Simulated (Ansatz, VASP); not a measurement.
# Si214Sb (V_Si-Sb_Si) in two plane-wave programs, part 2 of 2

Aim: how closely do two programs agree when they are given the same cell, functional and k mesh? The cell is taken from a series of runs on this material, whose earlier steps may have relaxed, scaled, displaced or heated it; both programs get it as it stands.

VASP 6.6.1 and Ansatz 0.2.0.

So far: The starting structure; Ansatz: single point, PBE.

## 3. VASP: single point, PBE

Level of this step: PBE, spin-polarised from a ferromagnetic start; plane waves and PAW (Si, Sb) (VASP).

The same cell, functional, mesh and smearing now go to VASP, with its own data sets.

Lines of VASP's logs that name or quote its potential files are left out, and so is its time.

INCAR reads:

```
SYSTEM = Si214Sb
PREC = Accurate
ENCUT = 400
EDIFF = 1E-06
NELM = 200
ISMEAR = -1
SIGMA = 0.01
LREAL = Auto
ALGO = Normal
GGA = PE
NBANDS = 581
ISPIN = 2
MAGMOM = 0 0 0 0 0 0 0 0 0 -0 0 0 0 -0 0 0 0 0 0 0 0 0 -0 -0 0 -0 0 0 0 -0 0 0 0 0 0 0 -0 0 0.01 0.01 -0 0 -0 0.02 0.01 0 0 -0 0 0 0 0 0 0 -0 -0 -0 0 0.02 -0 0.01 0 -0 0 0 0 0 0 0 0 0 0 0 0 0 0 0 0.02 0 0 0 0 0 0 0 0 0 0.01 0 -0 0 -0 -0 0 0 0 0 0 0 0 0 0 0.01 0 0.17 0.01 0.01 0.01 0 0 0 0 0 0 -0 0 0 -0 0 -0 -0 -0 -0 0 0 0 0 0 0 0 -0 0 -0 0 0.02 0 -0 -0 0.01 0 0 0 0 0 0 0 0 0 0 0 0 0 0 0 0 0 -0 0 0 0 0 0 0 0 0 0 0 0 0 0 0 0 0 -0 0 0 0 0 0 0 0 0 0 -0 0 0 -0 -0 0 0 0 0 0 0 0 0 0 0 0 -0 0 0 -0 -0 0 0 -0 0 0 0 0 0 0 0 0.01
LORBIT = 11
LWAVE = .FALSE.
LCHARG = .FALSE.
ISIF = 2
NUPDOWN = 1
LASPH = .TRUE.
GGA_COMPAT = .FALSE.
```

POSCAR reads:

```
Si214Sb
1.0
   16.4094611260      0.0000000000      0.0000000000
    0.0000000000     16.4094611260      0.0000000000
    0.0000000000      0.0000000000     16.4094611260
Si Sb
214 1
Direct
    0.9999405225      0.9997149950      0.9997903354
    0.9992995078      0.1654494189      0.1655070134
[... 3 atom lines left out ...]
    0.0814391580      0.2490618760      0.2491272152
    0.2498696177      0.0825997445      0.2497484410
    0.2498781135      0.2496902034      0.0826985744
[... 3 atom lines left out ...]
    0.1638560092      0.1645721752      0.3316034907
[... 2 atom lines left out ...]
    0.2516764009      0.0849132387      0.5831555291
    0.2432030480      0.2459240962      0.4183029567
[... 10 atom lines left out ...]
    0.1639408861      0.3315620424      0.1647364119
[... 3 atom lines left out ...]
    0.2433255444      0.4182413968      0.2461276172
    0.2516799681      0.5830524888      0.0850337170
[... 2 atom lines left out ...]
    0.1641869012      0.3330753766      0.5010150706
    0.1642002850      0.5009517428      0.3331816275
    0.0821166156      0.4165361056      0.4166159856
[... 1 atom line left out ...]
    0.2482025735      0.4174441930      0.5828519733
    0.2481611957      0.5828656837      0.4175283583
[... 33 atom lines left out ...]
    0.3326541530      0.1663507628      0.1664303589
[... 3 atom lines left out ...]
    0.4181859148      0.2481975674      0.2482850575
[... 3 atom lines left out ...]
    0.3344912412      0.1694992968      0.4988770968
[... 1 atom line left out ...]
    0.5012396062      0.1673237444      0.3331167870
    0.4168957243      0.0844164176      0.4160237653
    0.4188839708      0.2642459313      0.5696038408
[... 1 atom line left out ...]
    0.5841651438      0.2538059122      0.4143324909
[... 3 atom lines left out ...]
    0.4990659053      0.1743049591      0.6590616390
[... 5 atom lines left out ...]
    0.3345421882      0.4988188610      0.1696430237
    0.5012497198      0.3330750368      0.1674630188
[... 1 atom line left out ...]
    0.4168986640      0.4159479823      0.0845233139
    0.4189390172      0.5695348100      0.2643922183
    0.5840678789      0.4143531335      0.2540092860
[... 1 atom line left out ...]
    0.3310791182      0.4992925947      0.4992570586
    0.5037593954      0.3561911477      0.4800464627
    0.5035706659      0.4799440690      0.3566091084
    0.4163117733      0.5816813524      0.5817175281
    0.5855284278      0.4195590318      0.5810847954
    0.5855301842      0.5810884098      0.4196148125
    0.3344351386      0.3351966181      0.6635477216
[... 2 atom lines left out ...]
    0.5008190516      0.5004794304      0.6657818680
    0.4171267768      0.4173041595      0.7488930608
[... 5 atom lines left out ...]
    0.4990835534      0.6589989676      0.1744111598
[... 5 atom lines left out ...]
    0.3344211734      0.6635086710      0.3352526486
[... 1 atom line left out ...]
    0.5008422778      0.6657706604      0.5005746409
[... 1 atom line left out ...]
    0.4171100499      0.7488388035      0.4173892071
[... 20 atom lines left out ...]
    0.6660498388      0.1686118547      0.4994982781
[... 15 atom lines left out ...]
    0.6660138138      0.4994352227      0.1687409841
[... 6 atom lines left out ...]
    0.6717803198      0.3313630236      0.3314132395
    0.6723758303      0.5025171780      0.5025477038
[... 38 atom lines left out ...]
    0.3414497082      0.3481074656      0.3483693877
```

KPOINTS reads:

```
Automatic mesh
0
Gamma
1 1 1
0 0 0
```

PAW data sets: Si and Sb (PBE family, release 64).

Started as:

```sh
$ export OMP_NUM_THREADS=3
$ mpirun -np 1 vasp_gam
```

The program printed:

```text
[banner, memory and clock lines left out]
running    1 mpi-ranks, on    1 nodes
[...]
Offloading initialized ...    1 GPUs detected
[...]
LDA part: xc-table for (Slater+PW92), standard interpolation
 POSCAR, INCAR and KPOINTS ok, starting setup
[...]
entering main loop
       N       E                     dE             d eps       ncg     rms          rms(c)
DAV:   1     0.372790457185E+04    0.37279E+04   -0.31772E+05  2324   0.106E+03
DAV:   2    -0.678510950284E+03   -0.44064E+04   -0.41056E+04  2955   0.197E+02
DAV:   3    -0.116323572005E+04   -0.48472E+03   -0.47433E+03  2896   0.583E+01
DAV:   4    -0.117701099467E+04   -0.13775E+02   -0.13672E+02  2824   0.120E+01
[...]
DAV:  18    -0.115892137091E+04   -0.10689E-05   -0.38262E-07  1344   0.797E-04    0.289E-03
DAV:  19    -0.115892137192E+04   -0.10162E-05   -0.36227E-07  1352   0.686E-04    0.178E-03
DAV:  20    -0.115892137220E+04   -0.27086E-06   -0.14100E-07  1296   0.404E-04
   1 F= -.11589214E+04 E0= -.11589214E+04  d E =-.316467E-09  mag=     0.9994
```

OUTCAR, selected parts (step 3):

```text
 magnetization (x)
# of ion       s       p       d       tot
------------------------------------------
    1        0.000   0.001   0.000   0.001
    2        0.000   0.000   0.000   0.000
    3        0.000   0.000   0.000   0.000
    4        0.000   0.000   0.000   0.000
    5       -0.000   0.000   0.000   0.000
    6        0.000   0.000   0.000   0.000
[...]
213       -0.000   0.000   0.000   0.000
  214       -0.000   0.000   0.000   0.000
  215        0.010   0.004   0.002   0.015
--------------------------------------------------
tot          0.064   0.321   0.002   0.387
```

The run ends at a pressure of -0.16 GPa, with forces up to 0.17 eV/Å.

## 4. Differences

Known differences besides the potentials themselves: VASP starts from the moments at which Ansatz ended; the data sets hold 871 valence electrons in Ansatz (on its default PAW (the set named soft_2) files) and 861 in VASP; the cutoff is 420 eV in Ansatz and 400 eV in VASP (PREC = Accurate, projectors in real space); site moments are counted in spheres of each program's own size. Total energies have different zeros and are not compared.

Compared:

```csv
quantity,Ansatz,VASP,difference
"total moment, fixed by the input (μB)",1.00,1.00,0.00
moment on Si105 (μB),0.17,0.17,0.00
```

At this near-relaxed geometry the largest component of a force difference is 26 meV/Å.

## 5. What came out

| Item | Value |
| --- | --- |
| difference in total moment, fixed by the input (single point, PBE) | 6.0e-4 μB |

**Reading.** The difference in total moment, fixed by the input is 6.0e-4 μB (single point, PBE). The data sets hold unlike numbers of valence electrons (871 in Ansatz and 861 in VASP), so part of the differences comes from the potentials. How closely two codes agree says nothing of how well the functional describes the real material.

[Lines on the potential files, build, host, timing and source positions are cut from VASP's logs without a mark.]

[Logs are printed without paths, hosts, clocks, repeated set-up lines and the standing remarks that a program may print on its own settings, such as how far it seeks lower states.]

[Hosts, paths, dates, database ids (printed as entryN), source tags and the programs' standing remarks are cut or masked in the printed files.]
